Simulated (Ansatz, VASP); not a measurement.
# Cross-check of HfO2 between VASP and Ansatz

Wanted: the spread between two codes on one cell, functional and k mesh. The cell is taken from a series of runs on this material, whose earlier steps may have relaxed, scaled, displaced or heated it; both programs get it as it stands.

Method: plane waves, with VASP 6.6.1 beside it; single point at PBE, in Ansatz 0.2.0.

**1. Starting point**

The structure is orthorhombic, space group Pca2_1 (No. 29). The conventional cell has a = 5.219 Å, b = 5.005 Å, c = 5.033 Å, α = 90.00°, β = 90.00°, γ = 90.00°. Nearest to Hf lie 7 O at 2.02 to 2.23 Å. Nearest to O lie 3 Hf at 2.02 to 2.13 Å. Nearest to O lie 4 Hf at 2.11 to 2.23 Å. Farther neighbours and most contacts between anions are not listed.

**2. Ansatz: single point, PBE**

Ansatz runs on its default PAW (the set named soft_2) files.

With cell and atoms fixed, the geometry can't cause a difference; cores, projectors, grids and the points listed under the comparison can.

input.yaml reads:

```yaml
crystal:
  lattice:
    - [5.21946336, 0.0, 0.0]
    - [0.0, 5.00476369, 0.0]
    - [0.0, 0.0, 5.03268505]
  atoms:
    - { symbol: Hf, position: [0.966994, 0.73252082, 0.74144035] }
    - { symbol: Hf, position: [0.533006, 0.73252082, 0.24144035] }
    - { symbol: Hf, position: [0.466994, 0.26747918, 0.74144035] }
    - { symbol: Hf, position: [0.033006, 0.26747918, 0.24144035] }
    - { symbol: O, position: [0.63212745, 0.9286454, 0.87926726] }
    - { symbol: O, position: [0.86787255, 0.9286454, 0.37926726] }
    - { symbol: O, position: [0.23394852, 0.53988305, 0.49229239] }
    - { symbol: O, position: [0.26605148, 0.53988305, 0.99229239] }
    - { symbol: O, position: [0.76605148, 0.46011695, 0.99229239] }
    - { symbol: O, position: [0.73394852, 0.46011695, 0.49229239] }
    - { symbol: O, position: [0.13212745, 0.0713546, 0.87926726] }
    - { symbol: O, position: [0.36787255, 0.0713546, 0.37926726] }
kpoints:
  mp_grid: { grid: [5, 5, 5] }
  band_path:
    path:
      - [[0.0, 0.0, 0.0], [0.0, 0.5, 0.0], [0.0, 0.5, 0.5], [0.0, 0.0, 0.5], [0.0, 0.0, 0.0], [0.5, 0.0, 0.0], [0.5, 0.5, 0.0], [0.5, 0.5, 0.5], [0.5, 0.0, 0.5], [0.5, 0.0, 0.0]]
      - [[0.0, 0.0, 0.5], [0.5, 0.0, 0.5]]
      - [[0.5, 0.5, 0.0], [0.0, 0.5, 0.0]]
      - [[0.0, 0.5, 0.5], [0.5, 0.5, 0.5]]
    npoints: 5
scf:
  occupations: { method: fermi_dirac, width: 0.05 }
  n_extra_bands: 16
hamiltonian:
  xc: pbe
  pseudopotentials: { kind: paw }
output:
  forces: true
  stress: true
  populations: true
  write_bands: true
```

Launch:

```sh
$ ansatz run input.yaml --threads 4 --pin off --max-ram 8192MiB --backend cpu --events-out ev --progress --plain --runs-dir out
```

Numbers of over 12 decimals in the logs are rounded to 6 here.

Log:

```text
scf.n_extra_bands = 16 over 76 filled bands (N_el = 152.0): the run solves 92 bands
Engine: ansatz 0.2.0, x86_64-unknown-linux-gnu
Pseudopotentials: kind: paw
Pseudopotential: Hf, paw, valence charge 26, recommended cutoff 420 eV (normal), Hf.paw.azcp
Pseudopotential: O, paw, valence charge 6, recommended cutoff 420 eV (normal), O.paw.azcp
Functional definition: PBE
  parameter kappa = 0.804
  parameter beta = 0.066725
  exchange = pbe_x(kappa = kappa, mu = beta*pi^2/3)
  correlation = pbe_c(beta = beta)
Crystal: 12 atoms, lattice volume = 131.465 Å³
Basis set: ecut = 420 eV, 2577 PW (Γ), exchange–correlation on 72×72×72 points (8 copies of the dense FFT grid, shifted against one another)
Bands: 92, of which v1, the nominal top of the filled ones, is band 76 counted from 1 (75 counted from 0)
Symmetry: 4 space group operations
Space group: Pca21 (ITA 29), of the structure as read, at distance tolerance 5.1e-5 Å
k-points: 27 of 125 (time reversal used)
Non-local potential: Hf, projectors of the file, l = 0: 3, l = 1: 2, l = 2: 2, l = 3: 3
Non-local potential: O, projectors of the file, l = 0: 2, l = 1: 2, l = 2: 1
PAW form: soft (Blöchl's): semilocal exchange-correlation on the pseudo side does not see the compensation charge
PAW one-centre angular grid: Hf, 590 points (default); XC on 64 Gauss nodes
PAW one-centre angular grid: O, 110 points (default); XC on 64 Gauss nodes
Initial density: superposition of atomic densities (neutral atoms: chi_scale 0, normalization atom), corrected by the library's trained network
Initial wavefunctions: pseudopotential atomic-orbital guess
Functional: x = pbe(κ = 0.804, μ = 0.219515), c = pbe(β = 0.066725)
SCF iter   1: F=—  HF=-67446.244060 eV  |F-HF|=—  |Δ(HF+E_count)|=         —  Δρ=3.55e-3  dr2=1.17e-2  ethr=1.77e-3  ⟨swp⟩=5.4  Hψ=7758  notcnv=0  defer=69
preconditioner: auto → Resta (q_TF=auto, 2.795 Å⁻¹)  ε∞=5.5  [insulator: Δε(μ)=4.536 eV  Ē_g=18.271 eV  σ=0.050 eV  W_gap=1.00  n_scr=52 (ndim 8)  ℏωp=38.9 eV  f_vac=0.038  D(μ)=0.00/eV (n_scr^D=0)  ε∞_Penn≈5.5]
SCF iter   2: F=—  HF=-67446.243906 eV  |F-HF|=—  |Δ(HF+E_count)|=   1.54e-4  Δρ=1.69e-3  dr2=1.50e-3  ethr=7.67e-6  ⟨swp⟩=2.0  Hψ=4482  notcnv=0  defer=83
SCF iter   3: F=—  HF=-67446.244471 eV  |F-HF|=—  |Δ(HF+E_count)|=   5.65e-4  Δρ=7.86e-4  dr2=4.72e-4  ethr=9.88e-7  ⟨swp⟩=2.0  Hψ=2931  notcnv=0  defer=83
SCF iter   4: F=—  HF=-67446.244724 eV  |F-HF|=—  |Δ(HF+E_count)|=   2.53e-4  Δρ=1.37e-4  dr2=2.80e-5  ethr=3.11e-7  ⟨swp⟩=2.0  Hψ=3865  notcnv=0  defer=83
SCF iter   5: F=—  HF=-67446.244983 eV  |F-HF|=—  |Δ(HF+E_count)|=   2.59e-4  Δρ=8.48e-5  dr2=7.60e-6  ethr=1.84e-8  ⟨swp⟩=2.0  Hψ=4280  notcnv=0  defer=83
SCF iter   6: F=—  HF=-67446.244982 eV  |F-HF|=—  |Δ(HF+E_count)|=   1.72e-6  Δρ=3.29e-5  dr2=1.46e-6  ethr=5.00e-9  ⟨swp⟩=2.0  Hψ=3541  notcnv=0  defer=83
SCF iter   7: F=—  HF=-67446.244982 eV  |F-HF|=—  |Δ(HF+E_count)|=   4.34e-7  Δρ=9.24e-6  dr2=1.17e-7  ethr=9.60e-10  ⟨swp⟩=2.0  Hψ=3849  notcnv=0  defer=83
SCF iter   8: F=-67446.244982 eV  HF=-67446.244982 eV  |F-HF|=4.99e-9  |Δ(HF+E_count)|=   2.06e-8  Δρ=3.24e-6  dr2=1.37e-8  ethr=6.58e-11  ⟨swp⟩=10.1  Hψ=10448  notcnv=0
SCF 1 converged in 8 iterations: F = -67446.244982 eV  dr2 = 1.37e-8
  greatest PAW one-centre occupation: 0.999 electrons in one spin orbital (limit 2), on the Hf atom at site 3 (counted from 0), in its partial waves of l = 0
NSCF: frozen V_eff on 64 k-points
SCF converged after 8 iterations
Free energy (F): -67446.244982 eV
Harris-Foulkes:  -67446.244982 eV  (|F-HF|=4.99e-9)
Internal energy: -67446.244982 eV  (E = F + TS)
E sigma→0 (E₀):  -67446.244982 eV
Fermi energy:    17.454923 eV
--- Per-component energies (eV) ---
  E_band       = 178.532449
  E_kinetic    = 3097.858086
  E_local      = -23356.261513  (includes V_loc(G=0)·N_el)
  E_nonlocal   = -4586.468228
  E_hartree    = 10717.974150
  E_xc         = -1793.916204
  E_vxc        = -1822.955257  (∫ρ·V_xc dr)
  E_paw        = -28975.856887  (= ΣΔE_a)
  E_vpaw       = 5410.398671  (= ΣTr[D̂ρ^β])
  E_aug_tail   = 0.019849  (compensation charges beyond the density's cutoff)
  E_ewald      = -22549.594236
  E_smearing   = -0.000000  (= −TS)
  E_closure    = -0.000000  (closes the sum)
  Σ components = -67446.244982   (vs F -67446.244982, Δ=0.00e0)
--- Forces (eV/Å), atoms counted from 1 ---
  atom   1  Hf     0.05242249    -0.02688503     0.08950379
  atom   2  Hf    -0.05242249    -0.02688503     0.08950379
  atom   3  Hf     0.05242249     0.02688503     0.08950379
  atom   4  Hf    -0.05242249     0.02688503     0.08950379
  atom   5  O     -0.02968173    -0.03400368    -0.01108481
  atom   6  O      0.02968173    -0.03400368    -0.01108481
  atom   7  O      0.03440703     0.07916115    -0.07841571
  atom   8  O     -0.03440703     0.07916115    -0.07841571
  atom   9  O     -0.03440703    -0.07916115    -0.07841571
  atom  10  O      0.03440703    -0.07916115    -0.07841571
  atom  11  O     -0.02968173     0.03400368    -0.01108481
  atom  12  O      0.02968173     0.03400368    -0.01108481
  max |Σ_I F_I| component: 1.31e-5 eV/Å
--- Stress (GPa, compression-positive) ---
        9.831353       0.000000       0.000000
        0.000000       9.931503       0.000000
        0.000000       0.000000       9.508959
  P = ⅓ Tr σ = 9.7573 GPa (97.573 kbar)
--- Band table (eV; the first three rows and the last of 27) ---
  k-point 0: bands = [... 72 lower, 14.5594, 15.0744, 15.1895, 15.2397, 20.2376, 20.4950, 20.6013, 21.0321, ... 12 higher]
  k-point 1: bands = [... 72 lower, 14.3295, 15.0117, 15.1192, 15.1412, 20.1111, 20.4903, 20.5186, 20.9786, ... 12 higher]
  k-point 2: bands = [... 72 lower, 14.7729, 14.9675, 15.0031, 15.0062, 19.9199, 20.0990, 20.5395, 20.7087, ... 12 higher]
  k-point 26: bands = [... 72 lower, 14.2323, 14.4590, 14.5084, 14.6790, 19.7796, 20.0631, 20.0879, 20.3693, ... 12 higher]
--- Löwdin populations: 12 sites ---
  site symbol       q [e]
     0     Hf     24.5824
     1     Hf     24.5824
     2     Hf     24.5824
     3     Hf     24.5824
     4      O      6.6636
     5      O      6.6636
     6      O      6.6615
     7      O      6.6615
     8      O      6.6615
     9      O      6.6615
    10      O      6.6636
    11      O      6.6636
  spilling = 0.002433 (of n_electrons = 152.000000)
```

The column dr2 measures how far the density is from self-consistency, as an energy; F and HF (Harris–Foulkes) agree once it is small.

**3. VASP: single point, PBE**

The same cell, functional, mesh and smearing now go to VASP, with its own data sets.

Lines of VASP's logs that name or quote its potential files are left out, and so is its time.

INCAR reads:

```
SYSTEM = HfO2
PREC = Accurate
ENCUT = 600
EDIFF = 1E-06
NELM = 120
ISMEAR = -1
SIGMA = 0.05
LREAL = .FALSE.
ALGO = Normal
GGA = PE
NBANDS = 56
LASPH = .TRUE.
LORBIT = 11
LWAVE = .FALSE.
LCHARG = .FALSE.
ISIF = 2
GGA_COMPAT = .FALSE.
EFERMI = MIDGAP
KPAR = 2
```

POSCAR reads:

```
HfO2
1.0
    5.2194633600      0.0000000000      0.0000000000
    0.0000000000      5.0047636900      0.0000000000
    0.0000000000      0.0000000000      5.0326850500
Hf O
4 8
Direct
    0.9669940000      0.7325208200      0.7414403500
    0.5330060000      0.7325208200      0.2414403500
    0.4669940000      0.2674791800      0.7414403500
    0.0330060000      0.2674791800      0.2414403500
    0.6321274500      0.9286454000      0.8792672600
    0.8678725500      0.9286454000      0.3792672600
    0.2339485200      0.5398830500      0.4922923900
    0.2660514800      0.5398830500      0.9922923900
    0.7660514800      0.4601169500      0.9922923900
    0.7339485200      0.4601169500      0.4922923900
    0.1321274500      0.0713546000      0.8792672600
    0.3678725500      0.0713546000      0.3792672600
```

KPOINTS reads:

```
Automatic mesh
0
Gamma
5 5 5
0 0 0
```

PAW data sets: Hf_pv and O (PBE family, release 64).

Launch:

```sh
$ mpirun -np 2 vasp_std
```

Log:

```text
[banner, memory and clock lines left out]
running    2 mpi-ranks, on    1 nodes
 distrk:  each k-point on    1 cores,    2 groups
 distr:  one band on    1 cores,    1 groups

 POSCAR found type information on POSCAR HfO
 POSCAR found :  2 types and      12 ions
 LDA part: xc-table for (Slater+PW92), standard interpolation
 POSCAR, INCAR and KPOINTS ok, starting setup
 FFT: planning ... GRIDC
 FFT: planning ... GRID_SOFT
 FFT: planning ... GRID
 WAVECAR not read
 entering main loop
       N       E                     dE             d eps       ncg     rms          rms(c)
DAV:   1     0.603013542120E+03    0.60301E+03   -0.54869E+04  3024   0.177E+03
DAV:   2    -0.107303425220E+03   -0.71032E+03   -0.69092E+03  3816   0.435E+02
DAV:   3    -0.142992915813E+03   -0.35689E+02   -0.35549E+02  3536   0.872E+01
DAV:   4    -0.143444303145E+03   -0.45139E+00   -0.45056E+00  3824   0.107E+01
DAV:   5    -0.143450611099E+03   -0.63080E-02   -0.63061E-02  3600   0.118E+00    0.108E+02
DAV:   6    -0.121944936569E+03    0.21506E+02   -0.10867E+02  3400   0.420E+01    0.904E+01
DAV:   7    -0.121725509123E+03    0.21943E+00   -0.54252E+00  3760   0.112E+01    0.533E+01
DAV:   8    -0.121724208071E+03    0.13011E-02   -0.49151E-01  3512   0.396E+00    0.116E+01
DAV:   9    -0.121685385630E+03    0.38822E-01   -0.17479E-01  3456   0.206E+00    0.429E+00
DAV:  10    -0.121683749661E+03    0.16360E-02   -0.13073E-02  3824   0.573E-01    0.436E-01
DAV:  11    -0.121683977360E+03   -0.22770E-03   -0.12972E-03  3656   0.187E-01    0.136E-01
DAV:  12    -0.121684016929E+03   -0.39569E-04   -0.95690E-05  3672   0.526E-02    0.132E-01
DAV:  13    -0.121684026123E+03   -0.91941E-05   -0.54582E-05  3664   0.325E-02    0.342E-02
DAV:  14    -0.121684025989E+03    0.13364E-06   -0.62955E-06  3488   0.145E-02
   1 F= -.12168403E+03 E0= -.12168403E+03  d E =-.268875E-19
```

(Continued in part 2 of 2.)

[Lines on the potential files, build, host, timing and source positions are cut from VASP's logs without a mark.]

[Logs are printed without paths, hosts, clocks, repeated set-up lines and the standing remarks that a program may print on its own settings, such as how far it seeks lower states.]

[Hosts, paths, dates, database ids (printed as entryN), source tags and the programs' standing remarks are cut or masked in the printed files.]
